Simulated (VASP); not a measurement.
Method: PBE GGA, VASP's PBE PAW potentials (set 64) (plane waves; VASP).

A VASP calculation is set up with these files.

KPOINTS:
```
Automatic mesh
0
Gamma
5 5 5
0 0 0
```

POSCAR:
```
NiI2
4.6548990
  0.0000000000   0.7071068567   0.7071068567
  0.7071068567   0.0000000000   0.7071068567
  0.7071068567   0.7071068567   0.0000000000
Ni I
1 2
Cartesian
  0.0026459939   0.0080857669  -0.0032166291
  0.3532295734   0.3469122807   0.3505878222
  1.0583381461   1.0592149586   1.0668432274
```

**INCAR**
```
! general
SYSTEM =NiI2
PREC   =Accurate
ENCUT  =300   ! plane-wave cut-off (eV)
LREAL  =F   ! projection in real space or not
LASPH  =T   ! aspherical one-centre terms

! electronic loop
EDIFF  =1E-6   ! SCF stop (eV)
NELM   =100
ALGO   =Normal   ! blocked Davidson
LMAXMIX=4   ! l cut-off of mixed one-centre charges

! smearing
ISMEAR =-1   ! Fermi-Dirac
SIGMA  =0.136

! functional
GGA    =PE

! spin
ISPIN  =2   ! spin-polarised
MAGMOM =2.0 2*0.0

! ions
ISIF   =2

! output
LWAVE  =F
LCHARG =F
LORBIT =11   ! lm-projected
```

POTCAR, in this order: Ni I (PBE.64 set). Program: vasp_std.

The resulting files:

### OSZICAR
```
       N       E                     dE             d eps       ncg     rms          rms(c)
DAV:   1     0.110225344921E+03    0.11023E+03   -0.73860E+03  4380   0.842E+02
DAV:   2     0.679425536665E+00   -0.10955E+03   -0.10597E+03  4908   0.208E+02
DAV:   3    -0.680348743151E+01   -0.74829E+01   -0.73105E+01  5339   0.577E+01
DAV:   4    -0.698266573989E+01   -0.17918E+00   -0.17872E+00  6202   0.972E+00
DAV:   5    -0.698423333762E+01   -0.15676E-02   -0.15675E-02  5480   0.775E-01    0.164E+01
DAV:   6    -0.107596643523E+02   -0.37754E+01   -0.27074E+01  4561   0.851E+01    0.232E+01
DAV:   7    -0.680152467139E+01    0.39581E+01   -0.76325E+00  4587   0.701E+01    0.890E+00
DAV:   8    -0.697312659666E+01   -0.17160E+00   -0.50205E+00  5232   0.315E+01    0.704E+00
DAV:   9    -0.667480170321E+01    0.29832E+00   -0.12714E+00  5377   0.152E+01    0.221E+00
DAV:  10    -0.668620626070E+01   -0.11405E-01   -0.27655E-02  4531   0.114E+00    0.131E+00
DAV:  11    -0.668680757966E+01   -0.60132E-03   -0.91322E-04  6263   0.311E-01    0.978E-01
DAV:  12    -0.668763760204E+01   -0.83002E-03   -0.35011E-03  5535   0.773E-01    0.198E-01
DAV:  13    -0.668785102602E+01   -0.21342E-03   -0.51628E-04  5648   0.261E-01    0.123E-01
DAV:  14    -0.668795557745E+01   -0.10455E-03   -0.27149E-04  5286   0.221E-01    0.853E-02
DAV:  15    -0.668796606388E+01   -0.10486E-04   -0.30009E-05  5817   0.653E-02    0.543E-02
DAV:  16    -0.668796859882E+01   -0.25349E-05   -0.21944E-05  4846   0.631E-02    0.147E-02
DAV:  17    -0.668796966804E+01   -0.10692E-05   -0.31035E-06  3962   0.160E-02    0.880E-03
DAV:  18    -0.668796978281E+01   -0.11477E-06   -0.40578E-07  2261   0.782E-03
   1 F= -.66879698E+01 E0= -.65724207E+01  d E =-.231098E+00  mag=     0.7709
```

**OUTCAR**
```
------------------------ aborting loop because EDIFF is reached ----------------------------------------
  FORCE on cell =-STRESS in cart. coord.  units (eV):
  Direction    XX          YY          ZZ          XY          YZ          ZX
  --------------------------------------------------------------------------------------
  Total        4.8079849      4.8112357      4.8322553     -0.0337781     -0.0067728     -0.0242892
  in kB      108.0084531    108.0814807    108.5536730     -0.7588044     -0.1521473     -0.5456410
  external PRESSURE =     108.2145356 kB  Pullay stress =       0.0000000 kB
  volume of cell :       71.32
      direct lattice vectors                 reciprocal lattice vectors
     0.000000000  3.291511000  3.291511000    -0.151905918  0.151905918  0.151905918
     3.291511000  0.000000000  3.291511000     0.151905918 -0.151905918  0.151905918
     3.291511000  3.291511000  0.000000000     0.151905918  0.151905918 -0.151905918
 POSITION                                       TOTAL-FORCE (eV/Angst)
 -----------------------------------------------------------------------------------
      3.30383      0.03764      3.27654         0.012729      0.049812     -0.020178
      1.64425      1.61484      1.63195        -0.040018      0.061018      0.166565
      4.92646      4.93054      4.96605         0.027289     -0.110830     -0.146387
 -----------------------------------------------------------------------------------
    total drift:                                0.000403     -0.000638     -0.000491
  FREE ENERGIE OF THE ION-ELECTRON SYSTEM (eV)
  ---------------------------------------------------
  free  energy   TOTEN  =        -6.6879697828 eV

  energy  without entropy=       -6.4568716318  energy(sigma->0) =       -6.57242071

 total charge

# of ion       s       p       d       tot
------------------------------------------
    1        0.282   0.265   8.446   8.993
    2        1.558   2.666   0.066   4.290
    3        1.558   2.666   0.066   4.290
--------------------------------------------------
tot          3.397   5.597   8.579  17.573

 magnetization (x)

# of ion       s       p       d       tot
------------------------------------------
    1       -0.002  -0.002   0.531   0.527
    2        0.003   0.095  -0.000   0.098
    3        0.003   0.095  -0.000   0.098
--------------------------------------------------
tot          0.005   0.187   0.531   0.723
```
(Selected blocks of OUTCAR.)

**OUTCAR**
```
 val. band max:        8.0294176666   @ k =   0.4000  -0.4000  -0.4000

 cond. band min:       8.0403234494   @ k =   0.2000  -0.4000   0.0000


 Fermi energy:         8.0349740263

 spin component 1

 k-point     1 :       0.0000    0.0000    0.0000
  band No.  band energies     occupation
      1      -7.6304      1.00000
      2      -3.8776      1.00000
      3       2.7030      1.00000
      4       2.7140      1.00000
      5       2.7528      1.00000
      6       6.2196      1.00000
      7       6.2599      1.00000
      8       6.4448      0.99999
      9       6.4867      0.99999
     10       6.5837      0.99998
     11       7.2836      0.99603
     12       7.2944      0.99570
     13       7.3148      0.99501
     14      10.1008      0.00000
     15      10.3851      0.00000
     16      10.4702      0.00000
     17      10.5269      0.00000

 k-point     2 :       0.2000    0.0000    0.0000
  band No.  band energies     occupation
      1      -7.3448      1.00000
      2      -4.3548      1.00000
      3       2.8618      1.00000
      4       2.8696      1.00000
      5       3.1082      1.00000
      6       5.2503      1.00000
      7       5.4169      1.00000
      8       5.4541      1.00000
      9       6.5120      0.99999
     10       6.5428      0.99998
     11       7.0344      0.99936
     12       7.3451      0.99377
     13       7.3597      0.99307
     14      10.3315      0.00000
     15      11.2407      0.00000
     16      11.2843      0.00000
     17      12.4418      0.00000

 k-point     3 :       0.0000    0.2000    0.0000
  band No.  band energies     occupation
      1      -7.3431      1.00000
      2      -4.3573      1.00000
      3       2.8667      1.00000
      4       2.8973      1.00000
      5       3.0874      1.00000
      6       5.1846      1.00000
      7       5.4036      1.00000
      8       5.4705      1.00000
      9       6.5053      0.99999
...
```

At this cut-off the stress carries a Pulay error, which pulls relaxed volumes low. Unless said otherwise, spin-orbit coupling is left out, though it shifts the bands of the heavy elements here.

The structure was generated: NiI2 was put into an ordered model structure, which need not be its known phase. The cell was not relaxed at this level, atoms are displaced from their ideal sites. The k-mesh is coarse (spacing up to 0.33 per Å, 2π included), so the numbers may not be converged in it.
